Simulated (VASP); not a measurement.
# CsLi2 (P-6m2) in VASP: reference runs

How does CsLi2 come out in PBE? The cell is run as given.

Everything below comes from runs of VASP 6.6.1. Logs are shortened: lines on timing, memory, paths and dates and some standing lists are left out, and cuts for length are marked.

## (1) The structure

Symmetry: P-6m2, No. 187, hexagonal system. Conventional cell: a = 3.966 Å, b = 3.966 Å, c = 10.028 Å, α = 90.00°, β = 90.00°, γ = 120.00°. Around Cs (site symmetry -6m2) lie 6 Cs at 3.97 Å and 6 Li at 4.18 Å. Li (site symmetry 3m) has 1 Li at 3.04 Å as nearest neighbours.

The cell was built by a generator and needn't be a form met in nature.

## (2) Single point, PBE

INCAR

```
SYSTEM = CsLi2
  PREC = Accurate
  ENCUT = 520
  EDIFF = 1E-7
  ISMEAR = -1
  SIGMA = 0.05
  LREAL = .False.
  LASPH = .True.
  NELM = 60
  ALGO = Normal
  ISIF = 2
  LWAVE = .False.
  LCHARG = .False.
  GGA = PE
  NBANDS = 14
```

KPOINTS

```
regular mesh
0
Gamma
  8 8 3
  0 0 0
```

POSCAR

```
CsLi2
1.0
    3.9663300000      0.0000000000      0.0000000000
   -1.9831700000      3.4349500000      0.0000000000
    0.0000000000      0.0000000000     10.0283800000
Cs Li
1 2
Direct
    0.0000000000      0.0000000000      0.0000000000
    0.3333300000      0.6666700000      0.3486300000
    0.3333300000      0.6666700000      0.6513700000
```

Potentials or basis: VASP PAW PBE potentials, release 64 (Cs_sv, Li_sv).

The run is started by

```bash
$ cat potpaw_PBE.64/Cs_sv/POTCAR potpaw_PBE.64/Li_sv/POTCAR > POTCAR
$ mpirun -np 1 vasp_std > vasp.out
```

OUTCAR:

```text
SYSTEM = CsLi2
   PREC = Accurate
   ENCUT = 520
   EDIFF = 1E-7
   ISMEAR = -1
   LREAL = .False.
   LASPH = .True.
   NELM = 60
   ISIF = 2
   GGA = PE

 ion  position               nearest neighbor table
   1  0.000  0.000  0.000-
   2  0.333  0.667  0.349-
   3  0.333  0.667  0.651-

  LATTYP: Found a hexagonal cell.
 ALAT       =     3.9663300000
 C/A-ratio  =     2.5283776186

  Lattice vectors:

 A1 = (   3.9663300000,   0.0000000000,   0.0000000000)
 A2 = (  -1.9831700000,   3.4349500000,   0.0000000000)
 A3 = (   0.0000000000,   0.0000000000,  10.0283800000)

Analysis of symmetry for initial positions (statically):
=====================================================================
 Subroutine PRICEL returns:
 Original cell was already a primitive cell.

 Routine SETGRP: Setting up the symmetry group for a
 hexagonal supercell.

 Subroutine GETGRP returns: Found  4 space group operations
 (whereof  4 operations were pure point group operations)
 out of a pool of 24 trial point group operations.

The static configuration has the point symmetry C_2v.

Analysis of symmetry for dynamics (positions and initial velocities):
=====================================================================
 Subroutine PRICEL returns:
 Original cell was already a primitive cell.

 Routine SETGRP: Setting up the symmetry group for a
 hexagonal supercell.

 Subroutine GETGRP returns: Found  4 space group operations
 (whereof  4 operations were pure point group operations)
 out of a pool of 24 trial point group operations.

The dynamic configuration has the point symmetry C_2v.

 Subroutine INISYM returns: Found  4 space group operations
 (whereof  4 operations are pure point group operations),
 and found     1 'primitive' translations

----------------------------------------------------------------------------------------

                                     Primitive cell

  volume of cell :     136.6281

  direct lattice vectors                    reciprocal lattice vectors
     3.966330000  0.000000000  0.000000000     0.252122239  0.145562893  0.000000000
    -1.983170000  3.434950000  0.000000000     0.000000000  0.291125053  0.000000000
     0.000000000  0.000000000 10.028380000     0.000000000  0.000000000  0.099717003

  length of vectors
     3.966330000  3.966338961 10.028380000     0.291125710  0.291125053  0.099717003

  position of ions in fractional coordinates (direct lattice)
     0.000000000  0.000000000  0.000000000
     0.333330000  0.666670000  0.348630000
     0.333330000  0.666670000  0.651370000

  ion indices of the primitive-cell ions
   primitive index   ion index
                 1           1
                 2           2
                 3           3

----------------------------------------------------------------------------------------

 KPOINTS: regular mesh

Automatic generation of k-mesh.
 Grid dimensions read from file:
 generate k-points for:    8    8    3

 Generating k-lattice:

  Cartesian coordinates                     Fractional coordinates (reciprocal lattice)
     0.031515280  0.018195362  0.000000000     0.125000000  0.000000000  0.000000000
     0.000000000  0.036390632  0.000000000     0.000000000  0.125000000  0.000000000
     0.000000000  0.000000000  0.033239001     0.000000000  0.000000000  0.333333333

  Length of vectors
     0.036390714  0.036390632  0.033239001

  Shift w.r.t. Gamma in fractional coordinates (k-lattice)
     0.000000000  0.000000000  0.000000000

 Subroutine IBZKPT returns following result:
 ===========================================

 Found     42 irreducible k-points:

 Following reciprocal coordinates:
            Coordinates               Weight
  0.000000  0.000000  0.000000      1.000000
  0.125000  0.000000  0.000000      4.000000
 -0.125000  0.125000  0.000000      2.000000
  0.250000  0.000000  0.000000      4.000000
 -0.250000  0.250000  0.000000      2.000000
  0.375000 -0.000000  0.000000      4.000000
[... 16 lines left out ...]
  0.125000  0.000000  0.333333      8.000000
 -0.125000  0.125000  0.333333      4.000000
 [... further k-points ...]
   k-points           NKPTS =     42   k-points in BZ     NKDIM =     42   number of bands    NBANDS=     14
   number of dos      NEDOS =    301   number of ions     NIONS =      3
   total plane-waves  NPLWV =  72000
   dimension x,y,z NGX =    30 NGY =   30 NGZ =   80
   dimension x,y,z NGXF=    60 NGYF=   60 NGZF=  160
   ions per type =               1   2
   NGX,Y,Z   is equivalent  to a cutoff of  12.57, 12.57, 13.26 a.u.
   NGXF,Y,Z  is equivalent  to a cutoff of  25.15, 25.15, 26.52 a.u.
 SYSTEM =  CsLi2
   PREC   = accura    normal or accurate (medium, high low for compatibility)
   ISTART =      0    job   : 0-new  1-cont  2-samecut
   ICHARG =      2    charge: 1-file 2-atom 10-const
   ISPIN  =      1    spin polarized calculation?
   LNONCOLLINEAR =      F non collinear calculations
   LSORBIT =      F    spin-orbit coupling
   LASPH  =      T    aspherical Exc in radial PAW
   ENCUT  =  520.0 eV  38.22 Ry    6.18 a.u.   7.37  7.37 18.65*2*pi/ulx,y,z
   NELM   =     60;   NELMIN=  2; NELMDL= -5     # of ELM steps
   EDIFF  = 0.1E-06   stopping-criterion for ELM
   LREAL  =      F    real-space projection
   EDIFFG = 0.1E-05   stopping-criterion for IOM
   NSW    =      0    number of steps for IOM
   IBRION =     -1    ionic relax: 0-MD 1-quasi-New 2-CG
   NFREE  =      0    steps in history (QN), initial steepest desc. (CG)
   ISIF   =      2    stress and relaxation
   ISYM   =      2    0-nonsym 1-usesym 2-fastsym
   POTIM  = 0.5000    time-step for ionic-motion
   TEBEG  =    0.0;   TEEND  =   0.0 temperature during run
   PSTRESS=    0.0 pullay stress
   NELECT =      15.0000    total number of electrons
   NUPDOWN=      -1.0000    fix difference up-down
   EMIN   =  10.00;   EMAX   =-10.00  energy-range for DOS
   EFERMI =   0.00;   METHOD = LEGACY
   ISMEAR =    -1;   SIGMA  =   0.05  broadening in eV -4-tet -1-fermi 0-gaus
   EFERMI_NEDOS =   21; number of points for ismear=-14 and -15
   IALGO  =     38    algorithm
   IMIX   =      4    mixing-type and parameters
     AMIX     =   0.40;   BMIX     =  1.00
     AMIX_MAG =   1.60;   BMIX_MAG =  1.00
  volume/ion in A,a.u.               =      45.54       307.34
  Fermi-wavevector in a.u.,A,eV,Ry     =   0.783896  1.481349  8.360689  0.614493
  Thomas-Fermi vector in A             =   1.887918
   LORBIT       =      0    0 simple, 1 ext, 2 COOP (PROOUT), +10 PAW based schemes
   GGA     = PE    functional components
   LHFCALC =     F    Hartree Fock is set to
   AEXX    =    0.0000 exact exchange contribution
   IVDW    =     0    specifies the selected vdW correction
   LEPSILON=     F    determine dielectric tensor
   LRPA    =     F    only Hartree local field effects (RPA)
 non-spin polarized calculation
  energy-cutoff  :      520.00
  volume of cell :      136.63
 maximum number of plane-waves:      3721
 NGX is ok and might be reduce to    30
   NGX = 15   NGY = 15   NGZ = 37

 number of electron      15.0000015 magnetization

 Free energy of the ion-electron system (eV)
  ---------------------------------------------------
  ext. energy  EPLUGINS =         0.00000000
  ---------------------------------------------------
  free energy    TOTEN  =        -3.43599470 eV

  energy without entropy =       -3.41651954  energy(sigma->0) =       -3.42625712

 E-fermi :   0.6306     XC(G=0):  -6.4062

 val. band max:        0.6182962872   @ k =   0.3750  -0.0000   0.0000
 cond. band min:       0.6459617084   @ k =   0.5000   0.0000   0.3333
 fundamental gap:      0.0276654212
 Fermi energy:         0.6306467670

 k-point     1 :       0.0000    0.0000    0.0000
  band No.  band energies     occupation
      1     -47.0406      2.00000
      2     -47.0375      2.00000
      3     -23.3145      2.00000
      4     -10.0607      2.00000
      5      -9.4016      2.00000
      6      -9.4016      2.00000
      7      -1.7223      2.00000
      8      -0.2191      2.00000
      9      -0.0316      2.00000
     10       1.6804      0.00000
     11       3.8306      0.00000
     12       3.8306      0.00000
     13       4.7332      0.00000
     14       6.4812      0.00000

 k-point     2 :       0.1250    0.0000    0.0000
  band No.  band energies     occupation
      1     -47.0405      2.00000
      2     -47.0375      2.00000
      3     -23.2844      2.00000
      4     -10.0162      2.00000
      5      -9.6700      2.00000
      6      -9.4574      2.00000
      7      -1.5117      2.00000
      8       0.0657      1.99998
      9       0.1219      1.99992
     10       1.9610      0.00000
     11       3.2873      0.00000
     12       4.2225      0.00000
     13       4.2303      0.00000
     14       6.1587      0.00000

 k-point     3 :      -0.1250    0.1250    0.0000
  band No.  band energies     occupation
      1     -47.0405      2.00000
      2     -47.0375      2.00000
      3     -23.2844      2.00000
      4     -10.0162      2.00000
      5      -9.6699      2.00000
      6      -9.4574      2.00000
      7      -1.5117      2.00000
      8       0.0657      1.99998
      9       0.1219      1.99992
     10       1.9610      0.00000
     11       3.2873      0.00000
     12       4.2225      0.00000
     13       4.2303      0.00000
     14       6.1587      0.00000
[... 324 lines left out ...]
 k-point    23 :       0.1250    0.0000    0.3333
  band No.  band energies     occupation
      1     -47.0405      2.00000
      2     -47.0375      2.00000
      3     -23.2844      2.00000
      4     -10.0162      2.00000
      5      -9.6699      2.00000
      6      -9.4574      2.00000
      7      -1.3328      2.00000
      8      -0.7110      2.00000
      9       0.9878      0.00158
     10       1.7037      0.00000
     11       3.2797      0.00000
     12       4.2240      0.00000
     13       4.4840      0.00000
     14       5.5463      0.00000

 k-point    24 :      -0.1250    0.1250    0.3333
  band No.  band energies     occupation
      1     -47.0405      2.00000
      2     -47.0375      2.00000
      3     -23.2844      2.00000
      4     -10.0162      2.00000
      5      -9.6699      2.00000
      6      -9.4574      2.00000
      7      -1.3328      2.00000
      8      -0.7110      2.00000
      9       0.9878      0.00158
     10       1.7037      0.00000
     11       3.2797      0.00000
     12       4.2240      0.00000
     13       4.4840      0.00000
     14       5.5463      0.00000

 [... further k-points ...]

------------------------ aborting loop because EDIFF is reached ----------------------------------------

  FORCE on cell =-STRESS in cart. coord.  units (eV):
  Direction    XX          YY          ZZ          XY          YZ          ZX
  --------------------------------------------------------------------------------------
  -------------------------------------------------------------------------------------
  Total        0.0184276      0.0183645     -0.1488358     -0.0000548      0.0000000      0.0000000
  in kB        0.2160928      0.2153521     -1.7453319     -0.0006426      0.0000000      0.0000000
  external PRESSURE =      -0.4379623 kB  Pullay stress =       0.0000000 kB

 VOLUME and BASIS-vectors are now :
 -----------------------------------------------------------------------------
  energy-cutoff  :      520.00
  volume of cell :      136.63
      direct lattice vectors                 reciprocal lattice vectors
     3.966330000  0.000000000  0.000000000     0.252122239  0.145562893  0.000000000
    -1.983170000  3.434950000  0.000000000     0.000000000  0.291125053  0.000000000
     0.000000000  0.000000000 10.028380000     0.000000000  0.000000000  0.099717003

 POSITION                                       TOTAL-FORCE (eV/Angst)
 -----------------------------------------------------------------------------------
      0.00000      0.00000      0.00000        -0.000005      0.000003      0.000000
     -0.00002      2.28998      3.49619         0.000002     -0.000001      0.008260
     -0.00002      2.28998      6.53219         0.000002     -0.000001     -0.008260
 -----------------------------------------------------------------------------------
    total drift:                                0.000001     -0.000003      0.000000

  FREE ENERGIE OF THE ION-ELECTRON SYSTEM (eV)
  ---------------------------------------------------
  free  energy   TOTEN  =        -3.4359946975 eV

  energy  without entropy=       -3.4165195427  energy(sigma->0) =       -3.42625712
```

Wall time 73 s (1 thread of Intel Xeon Platinum 8488C (Sapphire Rapids), shared host); peak memory 0.28 GiB.

What came out:

```yaml
Free_energy: -3.4360 eV
Largest_force: 0.008 eV/Å
Band_gap_on_the_k_mesh: none (metal or under the smearing width)
```

Forces in eV/Å, atoms in the order of the input:
```
Cs   0.000  0.000  0.000
Li   0.000  0.000  0.008
Li   0.000  0.000 -0.008
```

Caveat: the cutoff is under 1.25 times the usual one of these potentials, so pressure, stress and relaxed cells hold a basis-set (Pulay) error.
